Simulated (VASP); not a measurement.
Consider the following.

```
CELL_PARAMETERS angstrom
      3.27014     0.00000     0.00000
      0.00000     3.27014     0.00000
      0.00000     0.00000     3.27014
ATOMIC_POSITIONS crystal
  In 0.50000 0.50000 0.50000
  Pd 0.00000 0.00000 0.00000
```

All values below come from PBE GGA with D3 dispersion (zero damping), VASP's PBE PAW potentials (set 64) (plane waves; VASP 6.6.1). Numerical set-up: 520 eV cut-off, Gaussian smearing of 0.050 eV, potentials In_d Pd.

Task: Give the energies of bands 6 to 14 at the high-symmetry points, in eV from the Fermi level.

Result: 
```tsv
band	Γ	X	M	R
6	-10.13	-6.63	-6.21	-4.93
7	-3.88	-6.07	-3.56	-4.93
8	-3.88	-3.86	-2.74	-4.93
9	-2.33	-3.32	-2.74	-1.72
10	-2.33	-3.32	-2.38	-1.72
11	-2.33	-2.41	-2.38	-0.12
12	4.17	-1.17	-1.76	3.74
13	4.17	9.52	1.41	3.74
14	4.17	9.52	2.42	3.74
```

It has no gap at this level: it comes out as a metal or semimetal.

The compound is PdIn in the CsCl type structure. It was relaxed first. The electron count is odd and the run is not spin-polarised, which forces a metal.
